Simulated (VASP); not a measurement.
Consider the following.

```
CELL_PARAMETERS angstrom
      1.95781    -3.39102     0.00000
      1.95781     3.39102     0.00000
      0.00000     0.00000     7.86018
ATOMIC_POSITIONS crystal
  Sn 0.00000 0.00000 0.00000
  Se 0.33333 0.66667 0.20320
  Se 0.66667 0.33333 0.79680
```

The numbers are results of RPBE GGA, VASP's PBE PAW potentials (set 64) (plane waves; VASP), not measurements. Run with 520 eV cut-off, Gaussian smearing of 0.050 eV, potentials Sn_d Se.

Without a dispersion term in the relaxation, distances and binding between the weakly bound layers, chains or molecules are unreliable, and so is what depends on them. Unless said otherwise, spin-orbit coupling is left out, though it shifts the bands of the heavy elements here.

**Question.** Predict the band gap (along the path) with the smallest direct gap where there is one.

**Answer.** 
```yaml
band gap (along the path): 0.82 eV
smallest direct gap (along the path): 1.11 eV
```

The compound is SnSe2 in the 1T layered structure. It was relaxed first, which changed the volume by +35 %.
